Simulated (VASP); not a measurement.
Data:

```yaml
crystal:
  lattice:
    - [3.69096, 0.00000, 0.00000]
    - [0.00000, 3.69096, 0.00000]
    - [0.00000, 0.00000, 3.69096]
  atoms:
    - { symbol: Fe, position: [0.00000, 0.50000, 0.50000] }
    - { symbol: Fe, position: [0.50000, 0.00000, 0.50000] }
    - { symbol: Fe, position: [0.50000, 0.50000, 0.00000] }
    - { symbol: Fe, position: [0.00000, 0.00000, 0.00000] }
    - { symbol: N, position: [0.50000, 0.50000, 0.50000] }
```

Method: PBEsol GGA with spin-orbit coupling, VASP's PBE PAW potentials (set 64) (plane waves; VASP). Run with 520 eV cut-off, 8×8×8 Γ-centred mesh, Gaussian smearing of 0.050 eV, potentials Fe N.

The run has a spin-polarised start.

Question: Predict the energy per atom (σ→0), band gap (over mesh and band path) with the smallest direct gap where there is one.

Answer: 
```json
{
  "band gap (over mesh and band path)": "none (metal, semimetal or under 0.01 eV)",
  "energy per atom (σ→0)": "-8.945 eV/atom"
}
```

The structure comes from a computed database's Fe4N entry (Pm-3m); how it stands against other phases isn't given here. It was relaxed first.
